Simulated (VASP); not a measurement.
Runs of VASP 6.6.1 on Al. Symmetry: Fm-3m, No. 225, cubic system. Conventional cell: a = 4.050 Å, b = 4.050 Å, c = 4.050 Å, α = 90.00°, β = 90.00°, γ = 90.00°. Al (site symmetry m-3m) has 12 Al at 2.86 Å as nearest neighbours. 

| task | cell | gap on the mesh (eV) | pressure (GPa) |
| --- | --- | --- | --- |
| relaxation of cell and atoms | relaxed | none | 0.0 |
| single point | a relaxed cell with its volume scaled by 1.06 | none | -4.0 |
| single point | a relaxed cell with its volume scaled by 0.91 | none | 9.0 |
| single point | Fm-3m, 16.48 Å³/atom | none | 0.0 |
| single point | a relaxed cell with its volume scaled by 0.94 | none | (a) |
| single point | a relaxed cell with its volume scaled by 0.97 | none | 2.5 |
| single point | a relaxed cell with its volume scaled by 1.09 | none | -5.5 |
| single point | a relaxed cell with its volume scaled by 1.03 | none | (b) |

Alike in all rows: level PBE; potentials or basis VASP PAW PBE potentials, release 64 (Al); no spin polarisation; k mesh 18 × 18 × 18; cutoff (eV) 350; smearing gaussian 0.1 eV.

Question: Estimate the missing entries.

Answer: (a) 5.5; (b) -2.1.

A gap of «none» marks a metal or a gap under the smearing width.
